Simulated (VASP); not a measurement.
OsO3: relaxation of cell and atoms with PBE

The system is OsO3.

```
Os O
1.0
    -1.65525    1.65525    3.39435
     1.65525   -1.65525    3.39435
     1.65525    1.65525   -3.39435
Os O
1 3
Direct
  0.00000 0.00000 0.00000
  0.75000 0.25000 0.50000
  0.25000 0.75000 0.50000
  0.50000 0.50000 0.00000
```

The cell was built by a generator and needn't be a form met in nature.

- Program: VASP 6.6.1
- Task: relaxation of cell and atoms
- Functional: PBE
- Potentials or basis: VASP PAW PBE potentials, release 64 (Os, O)
- Cutoff: 600 eV
- k mesh: 11 × 11 × 11
- Occupations: gaussian, width 0.05 eV
- Spin: no spin polarisation
- Further INCAR settings: ALGO = Normal; EDIFF = 1e-06; IBRION = 2; EDIFFG = -0.005; NSW = 40; ISIF = 3

| Quantity | Value |
| --- | --- |
| Relaxed volume | 8.27 Å³/atom |
| Relaxed cell | a = 3.703 Å, b = 3.703 Å, c = 3.703 Å, α = 124.57°, β = 124.57°, γ = 82.26° |
| Space group after relaxing (to 0.05 Å) | I4/mmm (No. 139) |
| Energy gained by relaxing | 254.3 meV/atom |
| Ionic steps | 16 |
| Pressure after relaxing | 0.0 GPa |
| Band gap on the k mesh | none (metal or under the smearing width) |

Step by step:
| step | energy change (eV) | largest force (eV/Å) | pressure (GPa) | volume (Å³) |
| --- | --- | --- | --- | --- |
| 1 | 0.0000 | 0.0000 | -22.10 | 37.20 |
| 2 | -0.5640 | 0.0000 | 30.78 | 30.60 |
| 3 | -0.6509 | 0.0000 | 12.71 | 32.10 |
| 4 | -0.9834 | 0.0000 | 7.82 | 32.31 |
| 5 | -0.9977 | 0.0000 | 7.68 | 32.31 |
| 6 | -0.9867 | 0.0000 | -8.83 | 34.17 |
| 7 | -1.0170 | 0.0000 | -0.16 | 33.11 |
| 8 | -1.0170 | 0.0000 | 0.04 | 33.10 |
| 9 | -1.0171 | 0.0000 | 0.04 | 33.09 |
| 10 | -1.0172 | 0.0000 | 0.10 | 33.09 |
| 11 | -1.0172 | 0.0000 | 0.10 | 33.09 |
| 12 | -1.0172 | 0.0000 | 0.11 | 33.09 |
| 13 | -1.0172 | 0.0000 | 0.11 | 33.09 |
| 14 | -1.0172 | 0.0000 | 0.13 | 33.09 |
| 15 | -1.0172 | 0.0000 | -0.24 | 33.12 |
| 16 | -1.0172 | 0.0000 | 0.01 | 33.10 |

Final structure:
```yaml
crystal:
  lattice:
    - [-1.72238, 1.72238, 2.78935]
    - [1.72238, -1.72238, 2.78935]
    - [1.72238, 1.72238, -2.78935]
  atoms:
    - { symbol: Os, position: [0.00000, 0.00000, 0.00000] }
    - { symbol: O, position: [0.75000, 0.25000, 0.50000] }
    - { symbol: O, position: [0.25000, 0.75000, 0.50000] }
    - { symbol: O, position: [0.50000, 0.50000, 0.00000] }
```

Levels at points of the mesh, in eV from the Fermi level:
```csv
k point,band 11,band 12,band 13,band 14,band 15,band 16
"(0.00, 0.00, 0.00)",-2.21,-1.26,-1.26,-0.85,2.66,2.66
```

It took 7 min on 1 thread of Intel(R) Xeon(R) 6975P-C (Granite Rapids) (shared host), peak memory 0.29 GiB.

Spin-orbit coupling is left out, which matters for the levels of Os.
